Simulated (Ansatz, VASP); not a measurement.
## Cross-check of I between VASP and Ansatz

One calculation is typed for both programs; each brings its own data sets and cutoff. How far apart do they land? The cell is taken from a series of VASP runs on this material, whose earlier steps may have relaxed, scaled or displaced it; both programs get it as it stands.

Main program and level: Ansatz 0.2.0; plane waves, with VASP 6.6.1 beside it; relaxation of cell and atoms at PBE.

### 1. Set-up

The structure is orthorhombic, space group Cmce (No. 64). Conventional cell: a = 9.040 Å, b = 4.626 Å, c = 9.809 Å, α = 90.00°, β = 90.00°, γ = 90.00°. Nearest to I lie 1 I at 2.81 Å.

As a file:

```xyz
4
Lattice="4.5200 -2.3130 0.0000 4.5200 2.3130 0.0000 0.0000 0.0000 9.8087" Properties=species:S:1:pos:R:3 pbc="T T T"
I     4.5200    0.7375    3.7087
I     4.5200    1.5755    8.6130
I     4.5200   -0.7375    6.1000
I     4.5200   -1.5755    1.1956
```

### 2. VASP: relaxation of cell and atoms, PBE

The relaxed volume is the usual yardstick between codes: its relative difference is about their pressure difference at one cell divided by the bulk modulus.

Lines of VASP's logs that name or quote its potential files are left out, and so is its time.

File INCAR:

```
SYSTEM = I
PREC = Accurate
ENCUT = 520
EDIFF = 1E-07
NELM = 100
ISMEAR = 0
SIGMA = 0.03
LREAL = .FALSE.
ALGO = Normal
GGA = PE
NBANDS = 20
LORBIT = 11
LWAVE = .FALSE.
LCHARG = .FALSE.
KPAR = 4
IBRION = 2
NSW = 50
ISIF = 3
EDIFFG = -0.005
LASPH = .TRUE.
```

File POSCAR:

```
I
1.0
    4.5200064012     -2.3129981519      0.0000000000
    4.5200064012      2.3129981519      0.0000000000
    0.0000000000      0.0000000000      9.8086777733
I
4
Direct
    0.3405697736      0.6594302264      0.3781036517
    0.1594302264      0.8405697736      0.8781036517
    0.6594302264      0.3405697736      0.6218963483
    0.8405697736      0.1594302264      0.1218963483
```

File KPOINTS:

```
Automatic mesh
0
Gamma
8 8 4
0 0 0
```

Potentials, in the order of the species: I (PBE family, release 64).

Command:

```console
> mpirun -np 4 vasp_std
```

Numbers of over 12 decimals in the logs are rounded to 6 here.

What it wrote:

```text
[banner, memory and clock lines left out]
running    4 mpi-ranks, on    1 nodes
 distrk:  each k-point on    1 cores,    4 groups
 distr:  one band on    1 cores,    1 groups

 POSCAR found type information on POSCAR I
 POSCAR found :  1 types and       4 ions
 LDA part: xc-table for (Slater+PW92), standard interpolation
 POSCAR, INCAR and KPOINTS ok, starting setup
 FFT: planning ... GRIDC
 FFT: planning ... GRID_SOFT
 FFT: planning ... GRID
 WAVECAR not read
 entering main loop
       N       E                     dE             d eps       ncg     rms          rms(c)
DAV:   1     0.163725196228E+03    0.16373E+03   -0.10038E+04  2520   0.109E+03
DAV:   2     0.795599136252E+01   -0.15577E+03   -0.15236E+03  3596   0.165E+02
DAV:   3    -0.596476029958E+01   -0.13921E+02   -0.13883E+02  3172   0.576E+01
DAV:   4    -0.629867802149E+01   -0.33392E+00   -0.33383E+00  3380   0.103E+01
DAV:   5    -0.630544870878E+01   -0.67707E-02   -0.67706E-02  3020   0.149E+00    0.876E+00
DAV:   6    -0.614744410299E+01    0.15800E+00   -0.14979E-01  2896   0.182E+00    0.592E+00
DAV:   7    -0.610115497279E+01    0.46289E-01   -0.35821E-01  2764   0.281E+00    0.574E-01
DAV:   8    -0.609317327635E+01    0.79817E-02   -0.45607E-02  2744   0.106E+00    0.288E-01
DAV:   9    -0.609328960410E+01   -0.11633E-03   -0.10495E-03  2900   0.199E-01    0.127E-01
DAV:  10    -0.609337635689E+01   -0.86753E-04   -0.10659E-04  2812   0.634E-02    0.256E-02
DAV:  11    -0.609338495047E+01   -0.85936E-05   -0.18436E-05  2908   0.226E-02    0.722E-03
DAV:  12    -0.609338808387E+01   -0.31334E-05   -0.29832E-06  2872   0.105E-02    0.398E-03
DAV:  13    -0.609338886027E+01   -0.77640E-06   -0.81977E-07  2876   0.517E-03    0.319E-03
DAV:  14    -0.609338894608E+01   -0.85816E-07   -0.64331E-08  1800   0.149E-03
   1 F= -.60933889E+01 E0= -.60933889E+01  d E =-.609339E+01
 curvature:   0.00 expect dE= 0.000E+00 dE for cont linesearch  0.000E+00
 trial: gam= 0.00000 g(F)=  0.232E-06 g(S)=  0.635E-05 ort = 0.000E+00 (trialstep = 0.100E+01)
 search vector abs. value=  0.658E-05
 reached required accuracy - stopping structural energy minimisation
```

From OUTCAR (step 2):

```text
ion  position               nearest neighbor table
   1  0.341  0.659  0.378-   3 2.81   4 3.42   4 3.42
   2  0.159  0.841  0.878-   4 2.81   3 3.42   3 3.42
   3  0.659  0.341  0.622-   1 2.81   2 3.42   2 3.42
   4  0.841  0.159  0.122-   2 2.81   1 3.42   1 3.42

  LATTYP: Found a base centered orthorhombic cell.
 ALAT       =     4.6259963038
 B/A-ratio  =     1.9541763998
 C/A-ratio  =     2.1203384372

 Subroutine GETGRP returns: Found  8 space group operations
 (whereof  4 operations were pure point group operations)

The static configuration has the point symmetry C_2h.
 The point group associated with its full space group is D_2h.

 Found     63 irreducible k-points:

   k-points           NKPTS =     63   k-points in BZ     NKDIM =     63   number of bands    NBANDS=     20

   dimension x,y,z NGX =    40 NGY =   40 NGZ =   80
   dimension x,y,z NGXF=    80 NGYF=   80 NGZF=  160

   ENCUT  =  520.0 eV  38.22 Ry    6.18 a.u.   9.44  9.44 18.24*2*pi/ulx,y,z

   NELECT =      28.0000    total number of electrons

 k-points in reciprocal lattice and weights: Automatic mesh
   0.00000000  0.00000000  0.00000000       0.004
   0.12500000  0.00000000  0.00000000       0.016
   0.25000000  0.00000000  0.00000000       0.016
   0.37500000  0.00000000  0.00000000       0.016
   0.50000000  0.00000000  0.00000000       0.008
   0.12500000  0.12500000  0.00000000       0.008
   0.25000000  0.12500000  0.00000000       0.016
   0.37500000  0.12500000  0.00000000       0.016
   0.50000000  0.12500000  0.00000000       0.016
[...]
-0.37500000  0.37500000  0.50000000       0.008
   0.50000000  0.50000000  0.50000000       0.004

 average (electrostatic) potential at core
       1 -94.5930       2 -94.5930       3 -94.5930       4 -94.5930

 E-fermi :   1.2013

 k-point     1 :       0.0000    0.0000    0.0000
  band No.  band energies     occupation
    ...
     10      -0.3135      2.00000
     11      -0.2445      2.00000
     12       0.2773      2.00000
     13       0.4663      2.00000
     14       1.0513      2.00000
     15       2.1490      0.00000
     16       2.9191      0.00000
     17       5.6854      0.00000
     18       6.2787      0.00000
     19       6.5420      0.00000
    ...

 k-point     2 :       0.1250    0.0000    0.0000
  band No.  band energies     occupation
    ...
     10      -0.3595      2.00000
     11       0.1935      2.00000
     12       0.2628      2.00000
     13       0.7656      2.00000
     14       0.9627      2.00000
     15       2.0945      0.00000
     16       2.8046      0.00000
     17       5.9351      0.00000
     18       6.5799      0.00000
     19       6.8483      0.00000
    ...

 k-point     3 :       0.2500    0.0000    0.0000
  band No.  band energies     occupation
    ...
     10      -0.4716      2.00000
     11       0.2339      2.00000
     12       0.3482      2.00000
     13       0.6124      2.00000
     14       0.7497      2.00000
     15       2.4310      0.00000
     16       2.8141      0.00000
     17       6.4953      0.00000
     18       7.0697      0.00000
     19       7.4149      0.00000
    ...

  Total        0.0109057     -0.0110622      0.0168923      0.0000000     -0.0000000      0.0000000
  in kB        0.0851942     -0.0864168      0.1319609      0.0000000     -0.0000000      0.0000000
  external PRESSURE =       0.0435794 kB  Pullay stress =       0.0000000 kB

  energy-cutoff  :      520.00
  volume of cell :      205.09
      direct lattice vectors                 reciprocal lattice vectors
     4.520006401 -2.312998152  0.000000000     0.110619312 -0.216169650  0.000000000
     4.520006401  2.312998152  0.000000000     0.110619312  0.216169650  0.000000000
     0.000000000  0.000000000  9.808677773     0.000000000  0.000000000  0.101950540

 POSITION                                       TOTAL-FORCE (eV/Angst)
 -----------------------------------------------------------------------------------
      4.52001      0.73752      3.70870         0.000000     -0.000344     -0.001040
      4.52001      1.57547      8.61304         0.000000      0.000344     -0.001040
      4.52001     -0.73752      6.09998         0.000000      0.000344      0.001040
      4.52001     -1.57547      1.19564         0.000000     -0.000344      0.001040
 -----------------------------------------------------------------------------------
    total drift:                               -0.000000      0.000000      0.000000

  FREE ENERGIE OF THE ION-ELECTRON SYSTEM (eV)
  ---------------------------------------------------
  free  energy   TOTEN  =        -6.0933889461 eV

  energy  without entropy=       -6.0933889461  energy(sigma->0) =       -6.09338895

 reached required accuracy - stopping structural energy minimisation

 total charge
# of ion       s       p       d       tot
------------------------------------------
    1        1.541   2.635   0.026   4.202
    2        1.541   2.635   0.026   4.202
    3        1.541   2.635   0.026   4.202
    4        1.541   2.635   0.026   4.202
--------------------------------------------------
tot          6.163  10.539   0.106  16.808

[... 3 further parts left out ...]
```

### 3. Ansatz: relaxation of cell and atoms, PBE

Ansatz runs on its default PAW (the set named soft_2) files.

The same cell, functional, mesh and smearing now go to Ansatz, which takes its cutoff from its data sets.

File input.yaml:

```yaml
crystal:
  lattice:
    - [4.5200064012, -2.3129981519, 0.0]
    - [4.5200064012, 2.3129981519, 0.0]
    - [0.0, 0.0, 9.8086777733]
  atoms:
    - { symbol: I, position: [0.3405697736, 0.6594302264, 0.3781036517] }
    - { symbol: I, position: [0.1594302264, 0.8405697736, 0.8781036517] }
    - { symbol: I, position: [0.6594302264, 0.3405697736, 0.6218963483] }
    - { symbol: I, position: [0.8405697736, 0.1594302264, 0.1218963483] }
hamiltonian:
  xc: pbe
  pseudopotentials: { kind: paw }
kpoints:
  mp_grid: { grid: [8, 8, 4] }
scf:
  occupations: { method: gaussian, width: 0.03 }
relax:
  f_tol: 0.01
  max_steps: 60
  cell: { stress_tol: 0.05 }
output:
  forces: true
  stress: true
```

Command:

```console
> ansatz run input.yaml --threads 4 --pin off --max-ram 9216MiB --backend cpu --events-out ev --progress --plain --runs-dir out
```

What it wrote:

```text
Engine: ansatz 0.2.0, aarch64-unknown-linux-gnu
Pseudopotentials: kind: paw
Pseudopotential: I, paw, valence charge 17, recommended cutoff 420 eV (normal), I.paw.azcp
Functional definition: PBE
  parameter kappa = 0.804
  parameter beta = 0.066725
  exchange = pbe_x(kappa = kappa, mu = beta*pi^2/3)
  correlation = pbe_c(beta = beta)
Crystal: 4 atoms, lattice volume = 205.095 Å³
Basis set: ecut = 420 eV, 4049 PW (Γ), exchange–correlation on 72×72×144 points (8 copies of the dense FFT grid, shifted against one another)
Bands: 41, of which v1, the nominal top of the filled ones, is band 34 counted from 1 (33 counted from 0)
Symmetry: 8 space group operations
Space group: Cmce (ITA 64), of the structure as read, at distance tolerance 5.9e-5 Å
k-points: 63 of 256
Non-local potential: I, projectors of the file, l = 0: 2, l = 1: 2, l = 2: 2, l = 3: 2
PAW form: soft (Blöchl's): semilocal exchange-correlation on the pseudo side does not see the compensation charge
PAW one-centre angular grid: I, 590 points (default); XC on 64 Gauss nodes
Initial density: superposition of atomic densities (neutral atoms: chi_scale 0, normalization atom), corrected by the library's trained network
Initial wavefunctions: pseudopotential atomic-orbital guess
Functional: x = pbe(κ = 0.804, μ = 0.219515), c = pbe(β = 0.066725)
SCF iter   1: F=—  HF=-30051.631937 eV  |F-HF|=—  |Δ(HF+E_count)|=         —  Δρ=8.62e-4  dr2=1.23e-3  ethr=1.77e-3  ⟨swp⟩=9.5  Hψ=12680  notcnv=0  defer=12
preconditioner: auto → Resta (q_TF=auto, 2.270 Å⁻¹)  ε∞=2.9  [insulator: Δε(μ)=1.038 eV  Ē_g=9.930 eV  σ=0.030 eV  W_gap=1.00  n_scr=36 (ndim 8)  ℏωp=13.7 eV  f_vac=0.259  D(μ)=0.00/eV (n_scr^D=0)  ε∞_Penn≈2.9]
SCF iter   2: F=—  HF=-30051.632962 eV  |F-HF|=—  |Δ(HF+E_count)|=   1.02e-3  Δρ=4.87e-4  dr2=4.90e-4  ethr=1.80e-6  ⟨swp⟩=3.0  Hψ=6117  notcnv=0  defer=119
SCF iter   3: F=—  HF=-30051.633277 eV  |F-HF|=—  |Δ(HF+E_count)|=   3.15e-4  Δρ=2.38e-4  dr2=1.06e-4  ethr=7.21e-7  ⟨swp⟩=2.9  Hψ=4523  notcnv=0  defer=119
SCF iter   4: F=—  HF=-30051.633450 eV  |F-HF|=—  |Δ(HF+E_count)|=   1.72e-4  Δρ=7.49e-5  dr2=1.19e-5  ethr=1.57e-7  ⟨swp⟩=2.0  Hψ=3344  notcnv=0  defer=119
SCF iter   5: F=—  HF=-30051.633500 eV  |F-HF|=—  |Δ(HF+E_count)|=   5.06e-5  Δρ=3.05e-5  dr2=3.33e-6  ethr=1.75e-8  ⟨swp⟩=2.0  Hψ=3344  notcnv=0  defer=119
SCF iter   6: F=—  HF=-30051.633501 eV  |F-HF|=—  |Δ(HF+E_count)|=   2.30e-7  Δρ=1.33e-5  dr2=4.47e-7  ethr=4.89e-9  ⟨swp⟩=3.0  Hψ=4672  notcnv=0  defer=119
SCF iter   7: F=-30051.633500 eV  HF=-30051.633500 eV  |F-HF|=1.47e-8  |Δ(HF+E_count)|=   1.57e-7  Δρ=3.11e-6  dr2=2.99e-8  ethr=1.47e-10  ⟨swp⟩=5.0  Hψ=8760  notcnv=0
SCF 1 converged in 7 iterations: F = -30051.633500 eV  dr2 = 2.99e-8
  greatest PAW one-centre occupation: 0.999 electrons in one spin orbital (limit 2), on the I atom at site 2 (counted from 0), in its partial waves of l = 2
relax step   1: F+E_penalty+E_count = -30051.63350044 eV  Δ(F+E_penalty+E_count) = +0.000e0 eV  max|allowed force component| = 1.430e-2 eV/Å  Δτ_max = 0.0000 Å  P = +0.032 GPa  Ω = 205.095 Å³  (7 SCF iters, dr2 threshold 1.00e-7 eV, accepted)
[...]
relax step   2: F+E_penalty+E_count = -30051.63355079 eV  Δ(F+E_penalty+E_count) = -5.035e-5 eV  max|allowed force component| = 1.042e-3 eV/Å  Δτ_max = 0.0014 Å  P = -0.008 GPa  Ω = 205.251 Å³  energy of the carried Pulay correction = -1.331e-5 eV  (4 SCF iters, dr2 threshold 1.28e-8 eV, accepted)
[...]
relax step   3: F+E_penalty+E_count = -30051.63356647 eV  Δ(F+E_penalty+E_count) = -1.568e-5 eV  max|allowed force component| = 1.056e-3 eV/Å  Δτ_max = 0.0000 Å  P = -0.008 GPa  Ω = 205.251 Å³  stress off target by 1.83e-2 GPa  SCF on the basis re-selected at this cell (its energy is not comparable with the rows above)  (5 SCF iters)
basis re-selected at this cell: Δ(F+E_penalty+E_count) = -1.568e-5 eV, ΔP = -0.000 GPa vs the last step (what re-selecting the basis moved, of the pressure what is left beyond the Pulay correction that the steps carried, after the strain that the cell walked since its last selection, with what the two solves' SCF thresholds leave and, on support functions, any second-order correction that the steps lacked; it is no m [...]
SCF converged after 5 iterations
Free energy (F): -30051.633566 eV
Harris-Foulkes:  -30051.633566 eV  (|F-HF|=1.82e-11)
Internal energy: -30051.633566 eV  (E = F + TS)
E sigma→0 (E₀):  -30051.633566 eV
Fermi energy:    3.496194 eV
--- Per-component energies (eV) ---
  E_band       = -1714.996989
  E_kinetic    = 752.054251
  E_local      = -9249.308004  (includes V_loc(G=0)·N_el)
  E_nonlocal   = -367.980023
  E_hartree    = 4658.103759
  E_xc         = -510.264854
  E_vxc        = -511.295019  (∫ρ·V_xc dr)
  E_paw        = -19258.401416  (= ΣΔE_a)
  E_vpaw       = -1654.675807  (= ΣTr[D̂ρ^β])
  E_aug_tail   = -0.000028  (compensation charges beyond the density's cutoff)
  E_ewald      = -6075.837251
  E_smearing   = -0.000000  (= −TS)
  E_closure    = -0.000000  (closes the sum)
  Σ components = -30051.633566   (vs F -30051.633566, Δ=0.00e0)
--- Forces (eV/Å), atoms counted from 1 ---
  atom   1  I      0.00000000    -0.00091001    -0.00105645
  atom   2  I      0.00000000     0.00091001    -0.00105645
  atom   3  I      0.00000000     0.00091001     0.00105645
  atom   4  I      0.00000000    -0.00091001     0.00105645
  max |Σ_I F_I| component: 1.30e-18 eV/Å
--- Stress (GPa, compression-positive) ---
        0.006322       0.000000       0.000000
        0.000000      -0.018255       0.000000
        0.000000       0.000000      -0.010963
  P = ⅓ Tr σ = -0.0076 GPa (-0.076 kbar)
--- Relaxed structure (2 steps of the walk, 2 accepted, 1 SCFs on fresh bases) ---
  F+E_penalty+E_count = -30051.63356647 eV   max|allowed force component| = 1.056e-3 eV/Å   (the final SCF, on the basis selected at the relaxed cell)
  cell:  # Å, volume = 205.2514 Å³
    - [4.521344, -2.312768, 0.0]
    - [4.521344, 2.312768, 0.0]
    - [0.0, 0.0, 9.814240]
  atoms:
    - { symbol: I, position: [0.340294, 0.659706, 0.378041] }
    - { symbol: I, position: [0.159706, 0.840294, 0.878041] }
    - { symbol: I, position: [0.659706, 0.340294, 0.621959] }
    - { symbol: I, position: [0.840294, 0.159706, 0.121959] }
```

The job ended after 13 s (4 threads of Arm Neoverse V2, shared host; peak memory 0.76 GiB).

### 4. Differences

Known differences besides the potentials themselves: both relaxations stop at a tolerance, which leaves soft axes loose, and VASP keeps its plane-wave basis; the data sets hold 68 valence electrons in Ansatz (default PAW (the set named soft_2) files) and 28 in VASP; the cutoff is 420 eV in Ansatz and 520 eV in VASP; Ansatz adds a Pulay correction to the stress that steers its cell, VASP none. Total energies have different zeros and are not compared.

Compared:

| quantity | Ansatz | VASP | difference |
| --- | --- | --- | --- |
| volume (Å³) | 205.25 | 205.09 | +0.08 % |
| edge a after relaxation, in the typed setting (Å) | 5.079 | 5.077 | +0.02 % |
| edge c after relaxation, in the typed setting (Å) | 9.814 | 9.809 | +0.06 % |

The walks stopped with -0.01 GPa left in Ansatz and 0.00 GPa in VASP; each walk ends within a tolerance, so the volume difference is uncertain by about these residues over the bulk modulus, most in soft cells.

### 5. What came out

```
difference in volume (relaxation of cell and atoms, PBE) : 0.076 %
```

In words: The difference in volume is 0.076 % (relaxation of cell and atoms, PBE), within the 1.2 % picked in this series as the mark of a large difference, as far as the stopping tolerances let one tell. How closely two codes agree says nothing of how well the functional describes the real material.

[Lines on the potential files, build, host, timing and source positions are cut from VASP's logs without a mark.]

[Logs are printed without paths, hosts, clocks, repeated set-up lines and the standing remarks that a program may print on its own settings, such as how far it seeks lower states.]

[Hosts, paths, dates, database ids (printed as entryN), source tags and the programs' standing remarks are cut or masked in the printed files.]
